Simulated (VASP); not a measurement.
Computed with PBE GGA, VASP's PBE PAW potentials (set 64) (plane waves; VASP).

Input for VASP

POSCAR:
```
Ag
1.0
  0.0000000000   2.0450000000   2.0450000000
  2.0450000000   0.0000000000   2.0450000000
  2.0450000000   2.0450000000   0.0000000000
Ag
1
Cart
  0.0000000000   0.0000000000   0.0000000000
```

### INCAR
```
# general
SYSTEM   =  Ag
PREC     =  Accurate
ENCUT    =  300
LREAL    =  F
LASPH    =  T

# electronic loop
EDIFF    =  1E-6
NELM     =  100
ALGO     =  Normal
LMAXMIX  =  4

# smearing
ISMEAR   =  0
SIGMA    =  0.1

# functional
GGA      =  PE

# ions
IBRION   =  2
NSW      =  50
ISIF     =  3
EDIFFG   =  -0.01

# output
LWAVE    =  F
LCHARG   =  F
```

KPOINTS:
```
Automatic
0
G
 14 14 14
```

POTCAR, in this order: Ag (PBE.64 set). Program: vasp_std.

Output

File OSZICAR:
```
       N       E                     dE             d eps       ncg     rms          rms(c)
DAV:   1     0.215503219767E+02    0.21550E+02   -0.41694E+03  2344   0.681E+02
DAV:   2    -0.281072984387E+01   -0.24361E+02   -0.23159E+02  1914   0.143E+02
DAV:   3    -0.296710932304E+01   -0.15638E+00   -0.15635E+00  2335   0.129E+01
DAV:   4    -0.296738281204E+01   -0.27349E-03   -0.27349E-03  2002   0.497E-01
DAV:   5    -0.296738480062E+01   -0.19886E-05   -0.19883E-05  2168   0.384E-02    0.518E+00
DAV:   6    -0.272890360192E+01    0.23848E+00   -0.11123E+00  1907   0.114E+01    0.341E+00
DAV:   7    -0.272008657225E+01    0.88170E-02   -0.10269E-02  2012   0.106E+00    0.190E+00
DAV:   8    -0.271700551122E+01    0.30811E-02   -0.55226E-04  1931   0.196E-01    0.727E-02
DAV:   9    -0.271701385339E+01   -0.83422E-05   -0.81762E-06  2142   0.277E-02    0.143E-02
DAV:  10    -0.271701965797E+01   -0.58046E-05   -0.28069E-06  2014   0.177E-02    0.589E-03
DAV:  11    -0.271701928001E+01    0.37796E-06   -0.11054E-07   961   0.363E-03
   1 F= -.27170193E+01 E0= -.27163013E+01  d E =-.271702E+01
       N       E                     dE             d eps       ncg     rms          rms(c)
DAV:   1    -0.329317154578E+01   -0.57615E+00   -0.10840E+01  1899   0.408E+01    0.531E+00
DAV:   2    -0.274462282861E+01    0.54855E+00   -0.21684E+00  1891   0.159E+01    0.183E+00
DAV:   3    -0.272757028434E+01    0.17053E-01   -0.49463E-02  1913   0.223E+00    0.129E+00
DAV:   4    -0.272394588971E+01    0.36244E-02   -0.39317E-03  1982   0.582E-01    0.119E-01
DAV:   5    -0.272390395932E+01    0.41930E-04   -0.41626E-04  2160   0.178E-01    0.242E-02
DAV:   6    -0.272390842459E+01   -0.44653E-05   -0.95796E-06  1991   0.358E-02    0.112E-03
DAV:   7    -0.272390841663E+01    0.79681E-08   -0.44144E-08   973   0.222E-03
   2 F= -.27239084E+01 E0= -.27230514E+01  d E =-.688914E-02
       N       E                     dE             d eps       ncg     rms          rms(c)
DAV:   1    -0.278883382324E+01   -0.64925E-01   -0.11427E+00  1901   0.129E+01    0.164E+00
DAV:   2    -0.272710742224E+01    0.61726E-01   -0.30047E-01  1896   0.580E+00    0.466E-01
DAV:   3    -0.272606673532E+01    0.10407E-02   -0.16413E-03  1898   0.365E-01    0.305E-01
DAV:   4    -0.272574544162E+01    0.32129E-03   -0.48505E-04  1982   0.174E-01    0.205E-02
DAV:   5    -0.272574508201E+01    0.35961E-06   -0.21046E-06  1977   0.141E-02
   3 F= -.27257451E+01 E0= -.27248792E+01  d E =-.872580E-02
       N       E                     dE             d eps       ncg     rms          rms(c)
DAV:   1    -0.272589262192E+01   -0.14718E-03   -0.27813E-03  1901   0.642E-01    0.812E-02
DAV:   2    -0.272574194882E+01    0.15067E-03   -0.68827E-04  1898   0.280E-01    0.251E-02
DAV:   3    -0.272574007774E+01    0.18711E-05   -0.54922E-06  1820   0.220E-02    0.167E-02
DAV:   4    -0.272574052386E+01   -0.44612E-06   -0.11310E-06  1963   0.862E-03
   4 F= -.27257405E+01 E0= -.27248754E+01  d E =-.872124E-02
```

OUTCAR:
```
------------------------ aborting loop because EDIFF is reached ----------------------------------------
  FORCE on cell =-STRESS in cart. coord.  units (eV):
  Direction    XX          YY          ZZ          XY          YZ          ZX
  --------------------------------------------------------------------------------------
  Total        0.0093795      0.0093795      0.0093795     -0.0000000     -0.0000000      0.0000000
  in kB        0.8435794      0.8435794      0.8435794     -0.0000000     -0.0000000      0.0000000
  external PRESSURE =       0.8435794 kB  Pullay stress =       0.0000000 kB
  volume of cell :       17.81
      direct lattice vectors                 reciprocal lattice vectors
     0.000000000  2.072901022  2.072901022    -0.241207851  0.241207851  0.241207851
     2.072901022  0.000000000  2.072901022     0.241207851 -0.241207851  0.241207851
     2.072901022  2.072901022 -0.000000000     0.241207851  0.241207851 -0.241207851
 POSITION                                       TOTAL-FORCE (eV/Angst)
 -----------------------------------------------------------------------------------
      0.00000      0.00000      0.00000         0.000000      0.000000      0.000000
 -----------------------------------------------------------------------------------
    total drift:                                0.000000      0.000000      0.000000
  FREE ENERGIE OF THE ION-ELECTRON SYSTEM (eV)
  ---------------------------------------------------
  free  energy   TOTEN  =        -2.7257405239 eV

  energy  without entropy=       -2.7240103236  energy(sigma->0) =       -2.72487542

 reached required accuracy - stopping structural energy minimisation
```
(Selected blocks of OUTCAR.)

**CONTCAR**
```
Ag
   1.00000000000000
     0.0000000000000000    2.0729010216431174    2.0729010216431174
     2.0729010216431174    0.0000000000000000    2.0729010216431174
     2.0729010216431174    2.0729010216431174   -0.0000000000000000
  Ag
     1
Direct
     0.0000000000000000    0.0000000000000000    0.0000000000000000
```

At this cut-off the stress carries a Pulay error, which pulls relaxed volumes low. Energy and stress use the plane-wave basis of the starting cell.

The structure is a typed Ag crystal (Fm-3m). This run relaxes it. Symmetry was kept, so distortions that lower it aren't found. The run is one of a series of settings (EDIFFG = -0.01, IBRION = 2, ISIF = 3, NSW = 50 against the base run), some of them coarse on purpose.
